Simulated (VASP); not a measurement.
All values below come from AM05 GGA, VASP's PBE PAW potentials (set 64) (plane waves; VASP 6.6.1).

A VASP calculation is set up with these files.

File POSCAR:
```
WSe2
1
    1.6333571024    -2.8290571684     0.0000000000
    1.6333571024     2.8290571684     0.0000000000
    0.0000000000     0.0000000000    14.4300309234
W Se
2 4
Direct
  0.3333330000   0.6666670000   0.2500000000
  0.6666670000   0.3333330000   0.7500000000
  0.3333330000   0.6666670000   0.8659324612
  0.6666670000   0.3333330000   0.3659324612
  0.6666670000   0.3333330000   0.1340675388
  0.3333330000   0.6666670000   0.6340675388
```

KPOINTS:
```
Automatic mesh
0
Gamma
8 8 2
0 0 0
```

INCAR:
```
SYSTEM = WSe2
PREC = Accurate
ENCUT = 520
EDIFF = 1E-7
NELM = 100
ALGO = Normal
LREAL = .FALSE.
LASPH = .TRUE.
ISMEAR = 0
SIGMA = 0.05
GGA = AM
LMAXMIX = 6
LWAVE = .FALSE.
LCHARG = .FALSE.
ISIF = 4
IBRION = 2
NSW = 30
EDIFFG = -0.01
```

POTCAR, in this order: W_sv Se (PBE.64 set). Program: vasp_std.

Output

File OSZICAR:
```
       N       E                     dE             d eps       ncg     rms          rms(c)
DAV:   1     0.503408360210E+03    0.50341E+03   -0.28320E+04  1408   0.161E+03
DAV:   2    -0.160765856977E+02   -0.51948E+03   -0.50969E+03  1524   0.417E+02
DAV:   3    -0.461996216465E+02   -0.30123E+02   -0.29911E+02  1542   0.923E+01
DAV:   4    -0.469630250282E+02   -0.76340E+00   -0.76168E+00  1564   0.149E+01
DAV:   5    -0.469784258240E+02   -0.15401E-01   -0.15393E-01  1589   0.216E+00    0.312E+01
DAV:   6    -0.454897627699E+02    0.14887E+01   -0.87276E+00  1436   0.168E+01    0.114E+01
DAV:   7    -0.452275092617E+02    0.26225E+00   -0.38707E+00  1404   0.802E+00    0.542E+00
DAV:   8    -0.450807696441E+02    0.14674E+00   -0.64507E-01  1625   0.447E+00    0.111E+00
DAV:   9    -0.450822235802E+02   -0.14539E-02   -0.54972E-02  1590   0.118E+00    0.757E-01
DAV:  10    -0.450817762699E+02    0.44731E-03   -0.17541E-02  1618   0.862E-01    0.193E-01
DAV:  11    -0.450817189979E+02    0.57272E-04   -0.21326E-03  1517   0.292E-01    0.129E-01
DAV:  12    -0.450817748800E+02   -0.55882E-04   -0.12732E-04  1533   0.586E-02    0.665E-02
DAV:  13    -0.450818358881E+02   -0.61008E-04   -0.10963E-04  1480   0.547E-02    0.704E-03
DAV:  14    -0.450818448791E+02   -0.89909E-05   -0.15908E-05  1542   0.179E-02    0.864E-03
DAV:  15    -0.450818456025E+02   -0.72346E-06   -0.93542E-07  1318   0.458E-03    0.566E-03
DAV:  16    -0.450818457549E+02   -0.15232E-06   -0.37231E-07  1293   0.318E-03    0.808E-04
DAV:  17    -0.450818457741E+02   -0.19259E-07   -0.47100E-08  1029   0.112E-03
   1 F= -.45081846E+02 E0= -.45081846E+02  d E =-.450818E+02
```

**OUTCAR**
```
------------------------ aborting loop because EDIFF is reached ----------------------------------------
  FORCE on cell =-STRESS in cart. coord.  units (eV):
  Direction    XX          YY          ZZ          XY          YZ          ZX
  --------------------------------------------------------------------------------------
  Total        0.1154647      0.1154647      0.1012526      0.0000000      0.0000000      0.0000000
  in kB        1.3872022      1.3872019      1.2164563      0.0000000      0.0000000      0.0000000
  external PRESSURE =       1.3302868 kB  Pullay stress =       0.0000000 kB
  volume of cell :      133.36
      direct lattice vectors                 reciprocal lattice vectors
     1.633357102 -2.829057168  0.000000000     0.306117994 -0.176737326  0.000000000
     1.633357102  2.829057168  0.000000000     0.306117994  0.176737326  0.000000000
     0.000000000  0.000000000 14.430030923     0.000000000  0.000000000  0.069299921
 POSITION                                       TOTAL-FORCE (eV/Angst)
 -----------------------------------------------------------------------------------
      1.63336      0.94302      3.60751         0.000000     -0.000000      0.000000
      1.63336     -0.94302     10.82252         0.000000     -0.000000      0.000000
      1.63336      0.94302     12.49543         0.000000      0.000000     -0.006464
      1.63336     -0.94302      5.28042        -0.000000     -0.000000     -0.006464
      1.63336     -0.94302      1.93460        -0.000000     -0.000000      0.006464
      1.63336      0.94302      9.14961        -0.000000      0.000000      0.006464
 -----------------------------------------------------------------------------------
    total drift:                               -0.000000      0.001089     -0.000034
  FREE ENERGIE OF THE ION-ELECTRON SYSTEM (eV)
  ---------------------------------------------------
  free  energy   TOTEN  =       -45.0818457741 eV

  energy  without entropy=      -45.0818457741  energy(sigma->0) =      -45.08184577

 reached required accuracy - stopping structural energy minimisation
```
(Selected blocks of OUTCAR.)

Without a dispersion term in the relaxation, distances and binding between the weakly bound layers, chains or molecules are unreliable, and so is what depends on them.

The compound is WSe2 in the 2H layered structure. It was relaxed first, which changed the volume by +10 %.
